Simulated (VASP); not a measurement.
## HfO2: band structure with LDA

The system is HfO2.

```xyz
6
Lattice="3.5877 0.0000 0.0000 0.0000 3.5877 0.0000 0.0000 0.0000 5.2260" Properties=species:S:1:pos:R:3 pbc="T T T"
Hf    1.7939    1.7939    2.6130
Hf    3.5877    3.5877    0.0000
O     0.0000    1.7939    3.6319
O     1.7939    3.5877    4.2072
O     1.7939    3.5877    1.5942
O     3.5877    1.7939    1.0189
```

Measurements of this composition are mostly on another form, of space group No. 14.

* Program: VASP 6.6.1
* Task: band structure
* Functional: LDA
* Potentials or basis: VASP PAW LDA potentials, release 64 (Hf_pv, O)
* Cutoff: 450 eV
* k mesh: 10 × 10 × 8
* Occupations: gaussian, width 0.02 eV
* Spin: no spin polarisation
* Further INCAR settings: ALGO = Fast; EDIFF = 1e-06

```yaml
Band_gap_on_the_k_mesh: 4.49 eV, indirect (least direct gap 4.56 eV)
Band_gap_along_the_path: 4.49 eV, indirect (least direct gap 4.56 eV)
```

Levels at the corners of the path, in eV from the valence-band top:
| point | band 19 | band 20 | band 21 | band 22 | band 23 | band 24 | band 25 | band 26 |
| --- | --- | --- | --- | --- | --- | --- | --- | --- |
| Γ | -0.78 | -0.13 | -0.08 | -0.08 | 4.49 | 4.51 | 5.77 | 5.93 |
| X | -1.41 | -1.41 | -0.14 | -0.14 | 4.89 | 4.89 | 5.91 | 5.92 |
| X | -1.41 | -1.41 | -0.14 | -0.14 | 4.89 | 4.89 | 5.91 | 5.92 |
| M | -0.77 | -0.77 | -0.64 | -0.64 | 5.59 | 5.59 | 5.87 | 5.88 |
| M | -0.77 | -0.77 | -0.64 | -0.64 | 5.59 | 5.60 | 5.87 | 5.96 |
| Γ | -0.78 | -0.13 | -0.08 | -0.08 | 4.49 | 4.51 | 5.77 | 5.91 |
| Γ | -0.78 | -0.13 | -0.08 | -0.08 | 4.49 | 4.51 | 5.80 | 5.99 |
| Z | -0.66 | -0.66 | 0.00 | 0.00 | 5.14 | 5.14 | 5.46 | 5.46 |
| Z | -0.66 | -0.66 | 0.00 | 0.00 | 5.14 | 5.14 | 5.46 | 5.46 |
| R | -1.39 | -1.39 | -0.92 | -0.92 | 5.01 | 5.01 | 5.40 | 5.41 |
| R | -1.39 | -1.39 | -0.92 | -0.92 | 5.01 | 5.01 | 5.40 | 5.41 |
| A | -1.46 | -1.46 | -0.09 | -0.09 | 5.71 | 5.71 | 6.12 | 6.15 |
| A | -1.46 | -1.46 | -0.09 | -0.09 | 5.71 | 5.71 | 6.12 | 6.15 |
| Z | -0.66 | -0.66 | 0.00 | 0.00 | 5.14 | 5.14 | 5.46 | 5.46 |
| X | -1.41 | -1.41 | -0.14 | -0.14 | 4.89 | 4.89 | 5.91 | 5.95 |
| R | -1.39 | -1.39 | -0.92 | -0.92 | 5.01 | 5.01 | 5.40 | 5.41 |
| M | -0.77 | -0.77 | -0.64 | -0.64 | 5.59 | 5.61 | 5.87 | 5.93 |
| A | -1.46 | -1.46 | -0.09 | -0.09 | 5.71 | 5.71 | 6.12 | 6.13 |

Run time: 45 s on 4 MPI ranks on AMD EPYC 9R45 96-Core Processor (Zen 5) (shared host), peak memory 0.24 GiB a rank.

Caveat: the log is that of the step along the path at fixed density, whose energy, stress, charges and moments have no meaning; spin-orbit coupling is left out, which moves the levels of the heavy elements. As with any semilocal functional, this LDA gap is likely too small.
